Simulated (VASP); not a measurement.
Input:

```yaml
crystal:
  lattice:
    - [2.19739, -3.80599, 0.00000]
    - [2.19739, 3.80599, 0.00000]
    - [0.00000, 0.00000, 7.15435]
  atoms:
    - { symbol: Cd, position: [0.66667, 0.33333, 0.50011] }
    - { symbol: Cd, position: [0.33333, 0.66667, 0.00011] }
    - { symbol: Se, position: [0.66667, 0.33333, 0.87589] }
    - { symbol: Se, position: [0.33333, 0.66667, 0.37589] }
```

Computed with PW91 GGA, VASP's PBE PAW potentials (set 64) (plane waves; VASP). Run with 520 eV cut-off, 7×7×4 Γ-centred mesh, tetrahedra with Blöchl corrections, potentials Cd Se.

Problem. Estimate the energy per atom (σ→0).

Solution. 
```
Property                        Value
---------------------  --------------
energy per atom (σ→0)  -2.774 eV/atom
```

Total energies compare only between runs with the same potentials, cut-off and functional.

The compound is CdSe in the wurtzite structure. It was relaxed first, which changed the volume by +7 %.
